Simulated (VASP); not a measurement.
```yaml
crystal:
  lattice:
    - [2.89000, 0.00000, 0.00000]
    - [0.00000, 2.89000, 0.00000]
    - [0.00000, 0.00000, 2.89000]
  atoms:
    - { symbol: Al, position: [0.50000, 0.50000, 0.50000] }
    - { symbol: Ni, position: [0.00000, 0.00000, 0.00000] }
```

The base run (VASP): PBE GGA, plane waves, VASP's PBE PAW potentials (set 64). Settings: 400 eV cut-off, 11×11×11 Γ-centred mesh, first-order Methfessel-Paxton smearing of 0.10 eV, potentials Al Ni.

The base run took about 4 core-seconds. The timings are rough (shared machines, no repeats); factors under 2 mean little.

Pressures at a finite cut-off, here 400 eV, hold a Pulay part, which wasn't tested here.

```
setting                                        cost over the base run  electronic steps  pressure (GPa)
---------------------------------------------  ----------------------  ----------------  --------------
IVDW = 12                                        within a factor of 2                13           -5.55
GGA = RE                                         within a factor of 2                13            3.26
base run                                                    reference                13            0.48
GGA = PS                                         within a factor of 2                13           -4.54
GGA = 91                                         within a factor of 2                13            0.48
IVDW = 13                                        within a factor of 2                13           -4.92
GGA removed, LMIXTAU = .TRUE., METAGGA = TPSS                     [?]               [?]             [?]
```

Q: Some entries are withheld; supply them.

A: 
- GGA removed, LMIXTAU = .TRUE., METAGGA = TPSS, cost over the base run: about 6 times
- GGA removed, LMIXTAU = .TRUE., METAGGA = TPSS, electronic steps: 20
- GGA removed, LMIXTAU = .TRUE., METAGGA = TPSS, pressure (GPa): -3.47

Left out are runs that failed, have no time on record or changed the cell.

The compound is NiAl in the CsCl type structure. The cell was not relaxed at this level.
